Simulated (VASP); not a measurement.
Data:

```xyz
5
Lattice="3.8964 0.0000 0.0000 0.0000 3.8964 0.0000 0.0000 0.0000 3.8964" Properties=species:S:1:pos:R:3 pbc="T T T"
K      0.0000     0.0000     0.0000
Mg     1.9482     1.9482     1.9482
F      1.9482     0.0000     1.9482
F      0.0000     1.9482     1.9482
F      1.9482     1.9482     0.0000
```

These are LDA (Ceperley-Alder, Perdew-Zunger), VASP's LDA PAW potentials (set 64) (plane waves; VASP) values and carry that method's errors. Settings: 520 eV cut-off, 6×6×6 Γ-centred mesh, tetrahedra with Blöchl corrections, potentials K_sv Mg F.

The cores are frozen, which limits the accuracy of field gradients.

**Question.** Give the principal components of the electric field gradient (V/Å²) and the asymmetry η at each nucleus.

**Answer.** 
```
atom    Vxx    Vyy   Vzz     η
----  -----  -----  ----  ----
K1      0.0    0.0   0.0     -
Mg2     0.0    0.0   0.0     -
F3    -20.2  -20.2  40.4  0.00
F4    -20.2  -20.2  40.4  0.00
F5    -20.2  -20.2  40.4  0.00
```

The compound is KMgF3 in the cubic perovskite structure. It was relaxed first, which changed the volume by -7 %.
